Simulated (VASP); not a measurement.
All values below come from PBE GGA with D4 dispersion, VASP's PBE PAW potentials (set 64) (plane waves; VASP).

A VASP calculation is set up with these files.

**KPOINTS**
```
Automatic mesh
0
Gamma
8 8 8
0 0 0
```

POSCAR:
```
Ni3Al
1.0
  3.5285599723   0.0000000000   0.0000000000
  0.0000000000   3.5285599723   0.0000000000
  0.0000000000   0.0000000000   3.5285599723
Al Ni
1 3
Cartesian
  0.0000000000   0.0000000000   0.0000000000
  0.0000000000   1.7642799862   1.7642799862
  1.7642799862   0.0000000000   1.7642799862
  1.7642799862   1.7642799862   0.0000000000
```

### INCAR
```
ALGO = Normal
EDIFF = 1E-6
EDIFFG = -0.02
ENCUT = 520
GGA = PE
IBRION = 2
ISIF = 3
ISMEAR = 1
ISPIN = 2
IVDW = 13
LASPH = .True.
LCHARG = .False.
LMAXMIX = 4
LORBIT = 10
LREAL = .False.
LWAVE = .False.
MAGMOM = 0.0 0.5 0.5 0.5
NELM = 100
NSW = 60
PREC = Accurate
SIGMA = 0.1
SYSTEM = Ni3Al
```

POTCAR, in this order: Al Ni (PBE.64 set). Program: vasp_std.

The run wrote:

### OSZICAR
```
       N       E                     dE             d eps       ncg     rms          rms(c)
DAV:   1     0.192040293704E+03    0.19204E+03   -0.14522E+04  2948   0.201E+03
DAV:   2    -0.163363881896E+02   -0.20838E+03   -0.19966E+03  2945   0.358E+02
DAV:   3    -0.259170467353E+02   -0.95807E+01   -0.89890E+01  3238   0.105E+02
DAV:   4    -0.260871379807E+02   -0.17009E+00   -0.16958E+00  3415   0.127E+01
DAV:   5    -0.260927135278E+02   -0.55755E-02   -0.55752E-02  3588   0.215E+00    0.199E+01
DAV:   6    -0.267922367419E+02   -0.69952E+00   -0.64785E+01  3323   0.134E+02    0.207E+01
DAV:   7    -0.219080220829E+02    0.48842E+01   -0.19323E+01  3291   0.726E+01    0.266E+00
DAV:   8    -0.218859773189E+02    0.22045E-01   -0.40439E-01  3083   0.542E+00    0.158E+00
DAV:   9    -0.218661112146E+02    0.19866E-01   -0.44931E-02  3849   0.307E+00    0.595E-01
DAV:  10    -0.218660787851E+02    0.32429E-04   -0.33475E-03  3724   0.684E-01    0.174E-01
DAV:  11    -0.218660536943E+02    0.25091E-04   -0.71761E-04  3633   0.362E-01    0.763E-02
DAV:  12    -0.218660463705E+02    0.73238E-05   -0.15133E-04  3469   0.177E-01    0.446E-02
DAV:  13    -0.218660456127E+02    0.75782E-06   -0.25657E-05  3625   0.722E-02    0.191E-02
DAV:  14    -0.218660457789E+02   -0.16618E-06   -0.11475E-05  3121   0.501E-02    0.648E-03
DAV:  15    -0.218660456335E+02    0.14539E-06   -0.11888E-06  1731   0.132E-02
   1 F= -.23720975E+02 E0= -.23720442E+02  d E =-.237210E+02  mag=     0.7372
```

OUTCAR:
```
------------------------ aborting loop because EDIFF is reached ----------------------------------------
  Edisp (eV):   -1.85493
  FORCE on cell =-STRESS in cart. coord.  units (eV):
  Direction    XX          YY          ZZ          XY          YZ          ZX
  --------------------------------------------------------------------------------------
  Total       0.00830     0.00830     0.00830     0.00000    -0.00000     0.00000
  in kB       0.30260     0.30260     0.30260     0.00000    -0.00000     0.00000
  external pressure =        0.30 kB  Pullay stress =        0.00 kB
  volume of cell :       43.93
      direct lattice vectors                 reciprocal lattice vectors
     3.528559972  0.000000000  0.000000000     0.283401730  0.000000000  0.000000000
     0.000000000  3.528559972  0.000000000     0.000000000  0.283401730  0.000000000
     0.000000000  0.000000000  3.528559972     0.000000000  0.000000000  0.283401730
 POSITION                                       TOTAL-FORCE (eV/Angst)
 -----------------------------------------------------------------------------------
      0.00000      0.00000      0.00000         0.000000      0.000000      0.000000
      0.00000      1.76428      1.76428         0.000000      0.000000      0.000000
      1.76428      0.00000      1.76428         0.000000      0.000000      0.000000
      1.76428      1.76428      0.00000         0.000000      0.000000      0.000000
 -----------------------------------------------------------------------------------
    total drift:                                0.000000      0.000000      0.000000
  FREE ENERGIE OF THE ION-ELECTRON SYSTEM (eV)
  ---------------------------------------------------
  free  energy   TOTEN  =       -23.7209751331 eV

  energy  without entropy=      -23.7193772278  energy(sigma->0) =      -23.72044250

 total charge

# of ion       s       p       d       tot
------------------------------------------
    1        0.412   0.403   0.000   0.815
    2        0.505   0.541   8.393   9.439
    3        0.505   0.541   8.393   9.439
    4        0.505   0.541   8.393   9.439
--------------------------------------------------
tot          1.927   2.027  25.178  29.132

 magnetization (x)

# of ion       s       p       d       tot
------------------------------------------
    1       -0.001  -0.008   0.000  -0.009
    2       -0.003  -0.010   0.275   0.262
    3       -0.003  -0.010   0.275   0.262
    4       -0.003  -0.010   0.275   0.262
--------------------------------------------------
tot         -0.010  -0.038   0.825   0.777

 reached required accuracy - stopping structural energy minimisation
```
(Selected blocks of OUTCAR.)

**OUTCAR**
```
 val. band max:        9.8592828131   @ k =   0.2500   0.2500   0.0000

 cond. band min:       9.8842266808   @ k =   0.0000   0.0000   0.0000


 Fermi energy:         9.8669537334

 spin component 1

 k-point     1 :       0.0000    0.0000    0.0000
  band No.  band energies     occupation
      1      -0.2671      1.00000
      2       5.4139      1.00000
      3       6.0946      1.00000
      4       6.0946      1.00000
      5       6.4532      1.00000
      6       6.4532      1.00000
      7       6.4532      1.00000
      8       8.4393      1.00000
      9       8.4393      1.00000
     10       8.4393      1.00000
     11       9.2886      1.00000
     12       9.2886      1.00000
     13       9.5945      1.00040
     14       9.7810      1.00383
     15       9.7810      1.00383
     16       9.7810      1.00383
     17      10.7456     -0.00000
     18      10.7456     -0.00000
     19      10.7456     -0.00000
     20      16.5620      0.00000
     21      16.5620      0.00000

 k-point     2 :       0.1250    0.0000    0.0000
  band No.  band energies     occupation
      1      -0.0729      1.00000
      2       5.4673      1.00000
      3       5.9825      1.00000
      4       6.2168      1.00000
      5       6.4862      1.00000
      6       6.4862      1.00000
      7       6.4984      1.00000
      8       8.3331      1.00000
      9       8.3331      1.00000
     10       8.3897      1.00000
     11       9.1703      1.00000
     12       9.2905      1.00000
     13       9.4054      1.00000
     14       9.4054      1.00000
     15       9.5235      1.00001
     16       9.7811      1.00348
     17      10.0379     -0.01813
     18      11.3693     -0.00000
     19      11.3693     -0.00000
     20      16.5434      0.00000
     21      16.9945      0.00000

 k-point     3 :       0.2500    0.0000    0.0000
  band No.  band energies     occupation
      1       0.4994      1.00000
...
```

The compound is Ni3Al in the L1_2 structure. It was relaxed first. The start is the result of an earlier pass.
